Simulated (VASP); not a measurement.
Here is a VASP 6.6.1 calculation.

Contents of INCAR:

```
ALGO = Normal
EDIFF = 1E-7
ENCUT = 520
GGA = PE
ISIF = 2
ISMEAR = -1
IVDW = 12
LASPH = True
LCHARG = False
LREAL = Auto
LWAVE = False
NBANDS = 45
NELM = 60
PREC = Accurate
SIGMA = 0.02
```

Contents of KPOINTS:

```
k-points
0
Gamma
  1 1 1
```

POSCAR

```
LiH12ClO6
1.0
    6.2692210000      0.0000000000      0.0000000000
    0.0000000000      6.2692210000      0.0000000000
    0.0000000000      0.0000000000      6.2692210000
O H Li Cl
6 12 1 1
Direct
    0.2805452224      0.8157791853      0.7338232294
    0.5002854422      0.1461266081      0.4875884899
    0.8348884176      1.0128531121      0.7306330404
    0.1057069132      0.6625065538      0.3856300488
    0.8502810796      0.5826082698      0.7395655696
    0.7380342789     -0.1842812688      0.1992432553
    0.2000886554      0.9575192835      0.7988392816
    0.2332347193      0.6973753198      0.8324319720
    0.6034561551      0.2500789173      0.5072879071
    0.3822324975      0.2068997089      0.3631392162
    0.9704235981      1.0808838929      0.6950145800
    0.8975437299      0.9072100026      0.8264184657
    0.1913475374      0.8092233469      0.3995392729
    0.1550112845      0.5883665610      0.2604470316
    0.8922958690      0.4498804556      0.8062564711
    0.9660530391      0.6129469674      0.6371605021
    0.7018894373     -0.0533240095      0.2542421140
    0.8643019603     -0.2006150365      0.2782323354
    0.5894990781      0.7307606479      0.6360598869
    0.2114616792      0.2984900357      1.0533206598
```

Potentials or basis: VASP PAW PBE potentials, release 64 (O, H, Li_sv, Cl).

Launch:

```bash
$ cat potpaw_PBE.64/O/POTCAR potpaw_PBE.64/H/POTCAR potpaw_PBE.64/Li_sv/POTCAR potpaw_PBE.64/Cl/POTCAR > POTCAR
$ mpirun -np 1 vasp_gam > vasp.out
```

(1) Predict the largest force.

(2) What does it give for the band gap on the k mesh?

Answers

(1) 5.703 eV/Å.

(2) 3.36 eV, direct.
